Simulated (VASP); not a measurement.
Write the native input for VASP 6.6.1 that does the following.

```
Task                   : single point
Functional             : PBE
Potentials or basis    : VASP PAW PBE potentials, release 64 (Zn, Re)
Cutoff                 : 520 eV
k mesh                 : 8 × 8 × 8
Occupations            : fermi-dirac, width 0.05 eV
Spin                   : no spin polarisation
Further INCAR settings : ALGO = Normal; EDIFF = 1e-07; NBANDS = 20
```

The structure of ZnRe2 lies in POSCAR:

```
ZnRe2
1.0
    0.0000000000      2.8955600000      2.8955600000
    2.8955600000      0.0000000000      2.8955600000
    2.8955600000      2.8955600000      0.0000000000
Zn Re
1 2
Direct
    0.0000000000      0.0000000000      0.0000000000
    0.7500000000      0.7500000000      0.7500000000
    0.2500000000      0.2500000000      0.2500000000
```

The cell was built by a generator and needn't be a form met in nature.

One way to write it, as run:

INCAR

```
  ALGO = Normal
  EDIFF = 1E-7
  ENCUT = 520
  GGA = PE
  ISIF = 2
  ISMEAR = -1
  LASPH = True
  LCHARG = False
  LREAL = False
  LWAVE = False
  NBANDS = 20
  NELM = 100
  PREC = Accurate
  SIGMA = 0.05
```

KPOINTS

```
k-points
0
Gamma
  8 8 8
```

Potentials or basis: VASP PAW PBE potentials, release 64 (Zn, Re).

Run with:

```console
$ cat potpaw_PBE.64/Zn/POTCAR potpaw_PBE.64/Re/POTCAR > POTCAR
$ mpirun -np 1 vasp_std > vasp.out
```

Results of the run:

* Pressure: 0.3 GPa
* Band gap on the k mesh: none (metal or under the smearing width)

It took 27 s on 1 thread of Intel(R) Xeon(R) Platinum 8488C (Sapphire Rapids), on a shared host, peak memory 0.17 GiB.
